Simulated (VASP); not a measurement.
The input files of a VASP run:

### KPOINTS
```
Automatic mesh
0
Gamma
10 10 6
0 0 0
```

### INCAR
```
ALGO  =  Normal
EDIFF  =  1E-7
ENCUT  =  400
GGA  =  PS
ISIF  =  2
ISMEAR  =  -5
LASPH  =  T
LCHARG  =  T
LMAXMIX  =  6
LORBIT  =  11
LREAL  =  F
LWAVE  =  F
NEDOS  =  601
NELM  =  100
PREC  =  Accurate
SYSTEM  =  TaSi2
```

File POSCAR:
```
TaSi2
1
    4.7649123530     0.0000000054     0.0000000000
   -2.3824556672     4.1265348177     0.0000000000
   -0.0000000000     0.0000000000     6.5537327340
Ta Si
3 6
Direct
  0.5000000000   0.0000000000   1.0000000000
  0.5000000000   0.5000000000   0.3333330000
  0.0000000000   0.5000000000   0.6666670000
  0.1592329718   0.3184659436   1.0000000000
  0.8407670282   0.1592329718   0.3333330000
  0.6815340564   0.8407670282   0.6666670000
  0.8407670282   0.6815340564   1.0000000000
  0.1592329718   0.8407670282   0.3333330000
  0.3184659436   0.1592329718   0.6666670000
```

POTCAR, in this order: Ta_pv Si (PBE.64 set). Program: vasp_std.

Problem. Write an equivalent input for Quantum ESPRESSO's pw.x.

Solution. One equivalent input (not run):
```
&CONTROL
  calculation = 'scf'
  pseudo_dir = './pseudo'
  outdir = './out'
  tprnfor = .true.
  tstress = .true.
/
&SYSTEM
  ibrav = 0
  nat = 9
  ntyp = 2
  ecutwfc = 58
  occupations = 'tetrahedra'
  input_dft = 'pbesol'
/
&ELECTRONS
  conv_thr = 7.3e-09
  electron_maxstep = 100
/
ATOMIC_SPECIES
  Ta 180.948 Ta.upf
  Si 28.085 Si.upf
CELL_PARAMETERS angstrom
     4.7649124    0.0000000    0.0000000
    -2.3824557    4.1265348    0.0000000
    -0.0000000    0.0000000    6.5537327
ATOMIC_POSITIONS crystal
  Ta   0.5000000  0.0000000  1.0000000
  Ta   0.5000000  0.5000000  0.3333330
  Ta   0.0000000  0.5000000  0.6666670
  Si   0.1592330  0.3184659  1.0000000
  Si   0.8407670  0.1592330  0.3333330
  Si   0.6815341  0.8407670  0.6666670
  Si   0.8407670  0.6815341  1.0000000
  Si   0.1592330  0.8407670  0.3333330
  Si   0.3184659  0.1592330  0.6666670
K_POINTS automatic
  10 10 6 0 0 0
```
Limits of the translation: the potentials are each code's own (VASP's PAW set, PseudoDojo norm-conserving files in pw.x), so ENCUT and ecutwfc are chosen apart and not converted; conv_thr bounds pw.x's estimated SCF error, while EDIFF bounds the energy change between steps.

The structure was generated: TaSi2 was put into the CrSi2 type (P6_222), which need not be its known phase. It was relaxed first.
